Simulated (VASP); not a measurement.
Data:

```
CELL_PARAMETERS angstrom
      3.78254     0.00000     0.00000
      0.00000     3.78254     0.00000
      0.00000     0.00000    19.20300
ATOMIC_POSITIONS crystal
  Ti 0.99044 0.00129 0.73588
  Ti 0.99774 0.49519 0.36381
  Ti 0.48990 0.50226 0.49018
  Ti 0.49830 0.99824 0.61643
  O  0.00804 0.49757 0.46950
  O  0.99777 0.01078 0.34254
  O  0.50497 0.50932 0.38592
  O  0.00308 0.48723 0.25934
  O  0.49884 0.00225 0.71728
  O  0.50491 0.49514 0.59405
  O  0.00366 0.99410 0.63584
  O  0.50234 0.00662 0.51085
```

All values below come from LDA (Ceperley-Alder, Perdew-Zunger), VASP's LDA PAW potentials (set 64) (plane waves; VASP 6.6.1). Settings: 400 eV cut-off, 4×4×1 Γ-centred mesh, Gaussian smearing of 0.050 eV, potentials Ti_sv O.

The cell holds a wide vacuum, so values per volume refer to the whole cell.

Q: Predict the energy per atom (σ→0), largest force, band gap (on the k-mesh) with the smallest direct gap where there is one.

A: 
The band gap (on the k-mesh) is none (metal, semimetal or under 0.01 eV) and the energy per atom (σ→0) is -8.908 eV/atom. The largest force is 3.521 eV/Å.

Only differences to runs with the same potentials and settings are physical.

The cell is a sheet with vacuum, built from a database entry that may be metastable or hypothetical.
